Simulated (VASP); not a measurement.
## Titanium under strain

How does the pressure of Titanium answer to a change of volume? The bands are shown for each cell. All runs use PBEsol. This is not the structure that Ti takes at ambient conditions. The start is a cell from a database of measured crystal structures.

Method: PBEsol; plane waves and PAW (Ti_sv), in VASP 6.6.1.

**1. The starting structure**

The structure is cubic, space group Im-3m (No. 229). Conventional cell: a = 3.282 Å, b = 3.282 Å, c = 3.282 Å, α = 90.00°, β = 90.00°, γ = 90.00°. Ti has 8 Ti at 2.84 Å nearest.

As a file:

```cif
data_structure
_symmetry_space_group_name_H-M 'P 1'
_symmetry_Int_Tables_number 1
_cell_length_a 2.8423
_cell_length_b 2.8423
_cell_length_c 2.8423
_cell_angle_alpha 109.471
_cell_angle_beta 109.471
_cell_angle_gamma 109.471
_cell_volume 17.68
loop_
_atom_site_label
_atom_site_type_symbol
_atom_site_fract_x
_atom_site_fract_y
_atom_site_fract_z
_atom_site_occupancy
Ti1 Ti 0.00000 0.00000 0.00000 1
```

**2. Reference run**

A single point gives energy, forces and stress at these settings. PBEsol restores the gradient expansion of exchange and is tuned for the cells of solids.

Contents of INCAR:

```
SYSTEM = Ti
PREC = Accurate
ENCUT = 400
EDIFF = 1E-06
NELM = 100
ISMEAR = -1
SIGMA = 0.05
LREAL = .FALSE.
ALGO = Normal
GGA = PS
NBANDS = 12
LASPH = .TRUE.
LORBIT = 11
LWAVE = .FALSE.
LCHARG = .FALSE.
KPAR = 2
ISIF = 2
```

Contents of POSCAR:

```
Ti
1.0
   -1.6410000000      1.6410000000      1.6410000000
    1.6410000000     -1.6410000000      1.6410000000
    1.6410000000      1.6410000000     -1.6410000000
Ti
1
Direct
    0.0000000000      0.0000000000      0.0000000000
```

Contents of KPOINTS:

```
Automatic mesh
0
Gamma
8 8 8
0 0 0
```

Potentials, in the order of the species: Ti_sv (PBE family, release 64).

Run with:

```sh
$ mpirun -np 2 vasp_std
```

The log of the run:

```text
[banner, memory and clock lines left out]
running    2 mpi-ranks, on    1 nodes
 distrk:  each k-point on    1 cores,    2 groups
 distr:  one band on    1 cores,    1 groups

 POSCAR found type information on POSCAR Ti
 POSCAR found :  1 types and       1 ions
|                                                                             |
|               ----> ADVICE to this user running VASP <----                  |
|                                                                             |
|     You enforced a specific xc type in the INCAR file but a different       |
|     [... a line on the potential file left out ...]
|     I HOPE YOU KNOW WHAT YOU ARE DOING!                                     |
|                                                                             |

 LDA part: xc-table for (Slater+PW92), standard interpolation
 POSCAR, INCAR and KPOINTS ok, starting setup
 FFT: planning ... GRIDC
 FFT: planning ... GRID_SOFT
 FFT: planning ... GRID
 WAVECAR not read
 entering main loop
       N       E                     dE             d eps       ncg     rms          rms(c)
DAV:   1     0.781942468479E+02    0.78194E+02   -0.56687E+03   700   0.102E+03
DAV:   2    -0.606729073618E+01   -0.84262E+02   -0.82076E+02   704   0.273E+02
DAV:   3    -0.935532727879E+01   -0.32880E+01   -0.32552E+01   872   0.583E+01
DAV:   4    -0.943057071855E+01   -0.75243E-01   -0.75137E-01   840   0.799E+00
DAV:   5    -0.943220200654E+01   -0.16313E-02   -0.16313E-02   816   0.104E+00    0.853E+00
DAV:   6    -0.821446254180E+01    0.12177E+01   -0.28916E+00   756   0.237E+01    0.202E+00
DAV:   7    -0.820877012996E+01    0.56924E-02   -0.65778E-02   788   0.256E+00    0.123E+00
DAV:   8    -0.821471241025E+01   -0.59423E-02   -0.31045E-02   764   0.201E+00    0.855E-02
DAV:   9    -0.821497919654E+01   -0.26679E-03   -0.10862E-03   836   0.287E-01    0.523E-02
DAV:  10    -0.821500871536E+01   -0.29519E-04   -0.17010E-04   772   0.111E-01    0.145E-02
DAV:  11    -0.821500298757E+01    0.57278E-05   -0.20339E-05   792   0.600E-02    0.815E-03
DAV:  12    -0.821500313156E+01   -0.14399E-06   -0.16498E-06   720   0.122E-02
   1 F= -.82150031E+01 E0= -.82053508E+01  d E =-.193046E-01
```

The job ended after 2.2 s (2 MPI ranks of AMD EPYC 9R45, shared host; peak memory 0.18 GiB; 3.4 s of CPU time).

Lines that name or quote the potential files are left out of all logs, and their timing lines are given in words.

OUTCAR, selected parts (step 2):

```text
ion  position               nearest neighbor table
   1  0.000  0.000  0.000-

  LATTYP: Found a body centered cubic cell.
 ALAT       =     3.2820000000

 Subroutine GETGRP returns: Found 48 space group operations
 (whereof 48 operations were pure point group operations)

The static configuration has the point symmetry O_h .

 Found     29 irreducible k-points:

   k-points           NKPTS =     29   k-points in BZ     NKDIM =     29   number of bands    NBANDS=     12

   dimension x,y,z NGX =    20 NGY =   20 NGZ =   20
   dimension x,y,z NGXF=    40 NGYF=   40 NGZF=   40

   ENCUT  =  400.0 eV  29.40 Ry    5.42 a.u.   4.64  4.64  4.64*2*pi/ulx,y,z

   NELECT =      12.0000    total number of electrons

 k-points in reciprocal lattice and weights: Automatic mesh
   0.00000000  0.00000000  0.00000000       0.002
   0.12500000  0.00000000  0.00000000       0.023
   0.25000000  0.00000000  0.00000000       0.023
   0.37500000  0.00000000  0.00000000       0.023
   0.50000000  0.00000000  0.00000000       0.012
   0.12500000  0.12500000  0.00000000       0.047
   0.25000000  0.12500000 -0.00000000       0.094
   0.37500000  0.12500000  0.00000000       0.094
   0.25000000  0.25000000  0.00000000       0.047
[...]
0.50000000  0.50000000  0.37500000       0.023
   0.50000000  0.50000000  0.50000000       0.002

 average (electrostatic) potential at core
       1 -72.4372

 E-fermi :   7.7835

 k-point     1 :       0.0000    0.0000    0.0000
  band No.  band energies     occupation
      1     -48.5349      2.00000
      2     -24.5139      2.00000
      3     -24.5139      2.00000
      4     -24.5139      2.00000
      5       1.8910      2.00000
      6       8.7545      0.00000
      7       8.7545      0.00000
      8       8.7545      0.00000
      9      10.4896      0.00000
     10      10.4896      0.00000
    ...

 k-point     2 :       0.1250    0.0000    0.0000
  band No.  band energies     occupation
      1     -48.5170      2.00000
      2     -24.6117      2.00000
      3     -24.5442      2.00000
      4     -24.5144      2.00000
      5       2.4045      2.00000
      6       8.5286      0.00000
      7       8.6620      0.00000
      8       9.1294      0.00000
      9      10.2715      0.00000
     10      10.5062      0.00000
    ...

 k-point     3 :       0.2500    0.0000    0.0000
  band No.  band energies     occupation
      1     -48.4732      2.00000
      2     -24.8429      2.00000
      3     -24.6168      2.00000
      4     -24.5158      2.00000
      5       3.7421      2.00000
      6       8.0264      0.01542
      7       8.2352      0.00024
      8      10.1385      0.00000
      9      10.2037      0.00000
     10      10.5876      0.00000
    ...

  Total       -0.8442142     -0.8442142     -0.8442142     -0.0000000     -0.0000000      0.0000000
  in kB      -76.5204459    -76.5204459    -76.5204459     -0.0000000     -0.0000000      0.0000000
  external PRESSURE =     -76.5204459 kB  Pullay stress =       0.0000000 kB

  energy-cutoff  :      400.00
  volume of cell :       17.68
      direct lattice vectors                 reciprocal lattice vectors
    -1.641000000  1.641000000  1.641000000     0.000000000  0.304692261  0.304692261
     1.641000000 -1.641000000  1.641000000     0.304692261  0.000000000  0.304692261
     1.641000000  1.641000000 -1.641000000     0.304692261  0.304692261  0.000000000

 POSITION                                       TOTAL-FORCE (eV/Angst)
 -----------------------------------------------------------------------------------
      0.00000      0.00000      0.00000        -0.000000     -0.000000     -0.000000
 -----------------------------------------------------------------------------------
    total drift:                               -0.000000     -0.000000      0.000000

  FREE ENERGIE OF THE ION-ELECTRON SYSTEM (eV)
  ---------------------------------------------------
  free  energy   TOTEN  =        -8.2150031316 eV

  energy  without entropy=       -8.1956984862  energy(sigma->0) =       -8.20535081

 total charge
# of ion       s       p       d       tot
------------------------------------------
    1        2.239   6.107   1.902  10.248

[... 3 further parts left out ...]
```

The k-mesh is coarse for a metal. The PAW data sets were made with PBE, which is usual practice but a small mismatch for other functionals. At this level the cell is under a tension of 7.7 GPa, so at these settings it is away from equilibrium.

This step gave:

- SCF cycles: 12
- electrons: 12
- bands: 12
- irreducible k-points: 29
- symmetry operations: 48
- free energy (TOTEN): -8.215 eV
- energy at zero smearing: -8.205 eV
- Fermi energy: 7.784 eV
- pressure: -7.652 GPa
- metallic: yes

The pressure is -7.65 GPa and the largest force 0.000 eV/Å, so the cell is not at a minimum at these settings.

**3. Bands, cell as listed**

The mesh alone shows little of the dispersion and can miss band extrema, so KPOINTS_OPT adds a path through the symmetry points after the self-consistent cycle.

Edit INCAR of step 2 so:

```diff
@@ -10,3 +10,3 @@
 GGA = PS
-NBANDS = 12
+NBANDS = 17
 LASPH = .TRUE.
@@ -16,2 +16 @@
 KPAR = 2
-ISIF = 2
```

POSCAR is that of step 2.

KPOINTS is that of step 2.

Contents of KPOINTS_OPT:

```
Line mode
16
Line-mode
Reciprocal
  0.00000000   0.00000000   0.00000000 GAMMA
  0.50000000  -0.50000000   0.50000000 H

  0.50000000  -0.50000000   0.50000000 H
  0.00000000   0.00000000   0.50000000 N

  0.00000000   0.00000000   0.50000000 N
  0.00000000   0.00000000   0.00000000 GAMMA

  0.00000000   0.00000000   0.00000000 GAMMA
  0.25000000   0.25000000   0.25000000 P

  0.25000000   0.25000000   0.25000000 P
  0.50000000  -0.50000000   0.50000000 H

  0.25000000   0.25000000   0.25000000 P
  0.00000000   0.00000000   0.50000000 N
```

Run with:

```sh
$ mpirun -np 2 vasp_std
```

The log of the run:

```text
[banner, memory and clock lines left out]
running    2 mpi-ranks, on    1 nodes
 distrk:  each k-point on    1 cores,    2 groups
 distr:  one band on    1 cores,    1 groups

 POSCAR found type information on POSCAR Ti
 POSCAR found :  1 types and       1 ions
 [... a notice as in an earlier step ...]

 LDA part: xc-table for (Slater+PW92), standard interpolation
 POSCAR, INCAR and KPOINTS ok, starting setup
 FFT: planning ... GRIDC
 FFT: planning ... GRID_SOFT
 FFT: planning ... GRID
 WAVECAR not read
 entering main loop
       N       E                     dE             d eps       ncg     rms          rms(c)
DAV:   1     0.787262199057E+02    0.78726E+02   -0.48791E+03  1010   0.719E+02
DAV:   2    -0.601597771062E+01   -0.84742E+02   -0.81167E+02  1079   0.211E+02
DAV:   3    -0.938023194649E+01   -0.33643E+01   -0.33417E+01  1078   0.447E+01
DAV:   4    -0.943143712369E+01   -0.51205E-01   -0.51178E-01  1181   0.521E+00
DAV:   5    -0.943223152263E+01   -0.79440E-03   -0.79435E-03  1092   0.545E-01    0.853E+00
DAV:   6    -0.821205666419E+01    0.12202E+01   -0.14703E+00  1023   0.167E+01    0.192E+00
DAV:   7    -0.820874276442E+01    0.33139E-02   -0.86033E-02  1222   0.193E+00    0.130E+00
DAV:   8    -0.821606986221E+01   -0.73271E-02   -0.47665E-02  1005   0.208E+00    0.289E-01
DAV:   9    -0.821485600232E+01    0.12139E-02   -0.31625E-03  1133   0.611E-01    0.905E-02
DAV:  10    -0.821500357313E+01   -0.14757E-03   -0.21930E-04  1047   0.940E-02    0.147E-02
DAV:  11    -0.821500320276E+01    0.37037E-06   -0.10086E-05  1195   0.181E-02    0.703E-03
DAV:  12    -0.821500344668E+01   -0.24392E-06   -0.12395E-06  1279   0.792E-03
   1 F= -.82150034E+01 E0= -.82053512E+01  d E =-.193046E-01
 Start KPOINTS_OPT (optional k-point list driver)
k-point batch [1-29\96]
       N       E                     dE             ncg
DAV:   1    -0.384871312958E+04   -0.16445E+05     1011
DAV:   2    -0.631742697059E+04   -0.24687E+04     1087
DAV:   3    -0.641370799069E+04   -0.96281E+02     1098
DAV:   4    -0.641489971887E+04   -0.11917E+01     1119
DAV:   5    -0.641491685866E+04   -0.17140E-01     1125
DAV:   6    -0.641491729452E+04   -0.43586E-03     1176
DAV:   7    -0.641491730873E+04   -0.14213E-04     1002
DAV:   8    -0.641491730930E+04   -0.56891E-06      832
[...]
k-point batch [88-96\96]
       N       E                     dE             ncg
DAV:   1     0.984278658796E+04   -0.57084E+04      314
DAV:   2     0.907886384807E+04   -0.76392E+03      322
DAV:   3     0.905314651479E+04   -0.25717E+02      366
DAV:   4     0.905288541840E+04   -0.26110E+00      336
DAV:   5     0.905288290469E+04   -0.25137E-02      317
DAV:   6     0.905288286796E+04   -0.36734E-04      376
DAV:   7     0.905288286732E+04   -0.63627E-06      285
```

Elapsed: 5.6 s, on 2 MPI ranks; peak memory 0.2 GiB; 10 s of CPU time.

From OUTCAR (step 3):

```text
The static configuration has the point symmetry O_h .

 Found     29 irreducible k-points:

   k-points           NKPTS =     29   k-points in BZ     NKDIM =     29   number of bands    NBANDS=     17

   NELECT =      12.0000    total number of electrons

 E-fermi :   7.7836

 k-point     1 :       0.0000    0.0000    0.0000
  band No.  band energies     occupation
      1     -48.5348      2.00000
      2     -24.5138      2.00000
      3     -24.5138      2.00000
      4     -24.5138      2.00000
      5       1.8911      2.00000
      6       8.7545      0.00000
      7       8.7545      0.00000
      8       8.7545      0.00000
      9      10.4897      0.00000
     10      10.4897      0.00000
    ...

 k-point     2 :       0.1250    0.0000    0.0000
  band No.  band energies     occupation
      1     -48.5169      2.00000
      2     -24.6116      2.00000
      3     -24.5441      2.00000
      4     -24.5143      2.00000
      5       2.4046      2.00000
      6       8.5286      0.00000
      7       8.6620      0.00000
      8       9.1295      0.00000
      9      10.2716      0.00000
     10      10.5062      0.00000
    ...

  Total       -0.8451183     -0.8451183     -0.8451183     -0.0000000      0.0000000     -0.0000000
  in kB      -76.6023990    -76.6023990    -76.6023990     -0.0000000      0.0000000     -0.0000000
  external PRESSURE =     -76.6023990 kB  Pullay stress =       0.0000000 kB

 POSITION                                       TOTAL-FORCE (eV/Angst)
 -----------------------------------------------------------------------------------
      0.00000      0.00000      0.00000         0.000000      0.000000      0.000000
 -----------------------------------------------------------------------------------
    total drift:                               -0.000000     -0.000000      0.000000

  FREE ENERGIE OF THE ION-ELECTRON SYSTEM (eV)
  ---------------------------------------------------
  free  energy   TOTEN  =        -8.2150034467 eV

  energy  without entropy=       -8.1956988657  energy(sigma->0) =       -8.20535116

[... 8 parts as in an earlier step ...]

[... 5 further parts left out ...]
```

Numbers from this step:

* bands: 17
* pressure: -7.660 GPa

The electronic bands at the labelled points (eV, zero at the Fermi level; # counts the bands kept, so #1 is VASP's band 5):

```csv
point,#1,#2,#3,#4,#5,#6
Γ,-5.89,0.97,0.97,0.97,2.71,2.71
0.53 of the way,-2.35,-0.18,1.38,1.38,2.47,3.63
H,-2.04,-2.04,3.86,3.86,3.86,8.21
0.47 of the way,-1.50,-1.13,1.40,1.91,4.01,6.23
N,-2.41,-0.38,1.09,2.69,3.03,4.20
0.47 of the way,-3.83,0.17,0.40,2.44,2.52,2.82
Γ,-5.89,0.97,0.97,0.97,2.71,2.71
0.47 of the way,-3.50,0.00,0.00,2.69,2.69,3.12
P,-0.60,-0.60,-0.60,3.09,3.09,8.94
0.53 of the way,-0.95,-0.95,-0.01,3.00,3.00,7.95
H,-2.04,-2.04,3.86,3.86,3.86,8.21
jump to P,-0.60,-0.60,-0.60,3.09,3.09,8.94
0.47 of the way,-1.51,-0.60,0.10,2.90,3.06,6.08
N,-2.41,-0.38,1.09,2.69,3.03,4.20
```

The electronic bands as a text plot (rows in eV, shown from -5.9 to 2.6 only):

```
    2.4 | *    * *          *   *****     *
    2.1 |  *  *         * **      *      *
    1.7 |   **  *       **         *                    *
    1.4 |  **  *                    *   *
    1.0 |******          *   **     ****               *        *
    0.6 |    *              *  *  ***   *             *        *
    0.3 |     *           *     ***      **                   *
   -0.1 |      *           *    *          *                 *
   -0.4 |                 * ****            *  * *** *     ** ***
   -0.8 |       *        *                   *****  **     ***
   -1.1 |                                    *    **  *     *
   -1.5 |        *      **                             **    *
   -1.8 |       ****  **  **                             *    *
   -2.2 |      *    **      *               *             *    *
   -2.5 |                    ***                                *
   -2.9 |     *                            *
   -3.2 |                       *
   -3.6 |    *
   -3.9 |                        *        *
   -4.3 |
   -4.7 |   *                     *      *
   -5.0 |                          *
   -5.4 |  *                            *
   -5.7 |**                         ****
         Γ           H       N        Γ         P        H|P    N
```

There is no gap at this level.

Of the bands kept, 2 cross the Fermi level on this path.

(Continued in part 2 of 4.)

[Lines on the potential files, build, host, timing and source positions are cut from VASP's logs without a mark.]

[Logs are printed without paths, hosts, clocks, repeated set-up lines and the standing remarks that a program may print on its own settings, such as how far it seeks lower states.]

[Hosts, paths, dates, database ids (printed as entryN), source tags and the programs' standing remarks are cut or masked in the printed files.]

[A measured line is paired with the nearest computed mode of its activity, which favours agreement.]
